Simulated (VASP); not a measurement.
OSZICAR of a VASP run on SrO (space group Fm-3m):

File OSZICAR:
```
       N       E                     dE             d eps       ncg     rms          rms(c)
DAV:   1     0.766410827507E+02    0.76641E+02   -0.89027E+03  1136   0.131E+03
DAV:   2    -0.109640160972E+02   -0.87605E+02   -0.80405E+02  1520   0.254E+02
DAV:   3    -0.145041417740E+02   -0.35401E+01   -0.35144E+01  1468   0.498E+01
DAV:   4    -0.146137382899E+02   -0.10960E+00   -0.10955E+00  1532   0.789E+00
DAV:   5    -0.146160979458E+02   -0.23597E-02   -0.23596E-02  1520   0.849E-01    0.176E+01
DAV:   6    -0.127856246932E+02    0.18305E+01   -0.91845E+00  1300   0.229E+01    0.208E+01
DAV:   7    -0.126633576201E+02    0.12227E+00   -0.54144E-01  1400   0.663E+00    0.120E+01
DAV:   8    -0.126394387632E+02    0.23919E-01   -0.13839E-01  1192   0.409E+00    0.784E-01
DAV:   9    -0.126394387664E+02   -0.32223E-08   -0.11269E-02  1656   0.886E-01    0.217E-01
DAV:  10    -0.126397034894E+02   -0.26472E-03   -0.72552E-04  1244   0.275E-01    0.698E-02
DAV:  11    -0.126397729613E+02   -0.69472E-04   -0.94625E-05  1312   0.889E-02    0.344E-02
DAV:  12    -0.126397802687E+02   -0.73074E-05   -0.99121E-06  1612   0.303E-02    0.181E-02
DAV:  13    -0.126397795854E+02    0.68332E-06   -0.17448E-06  1372   0.147E-02    0.241E-03
DAV:  14    -0.126397794837E+02    0.10173E-06   -0.20365E-07  1172   0.416E-03    0.157E-03
DAV:  15    -0.126397794028E+02    0.80856E-07   -0.17363E-08   688   0.124E-03
   1 F= -.12639779E+02 E0= -.12639779E+02  d E =0.000000E+00
```

Problem. Which electronic solver shows in the log?

Solution. It is blocked Davidson (ALGO = Normal, or the opening steps of other solvers). The INCAR had ALGO = Normal.

Problem. Can the final energy be trusted as converged?

Solution. Self-consistency was reached. It stopped with EDIFF = 1E-7, NELM = 100 (PBEsol GGA, plane waves, VASP's PBE PAW potentials (set 64)).

The structure comes from a measured SrO entry (Fm-3m) of the Crystallography Open Database, whose conditions weren't checked. It was relaxed first.
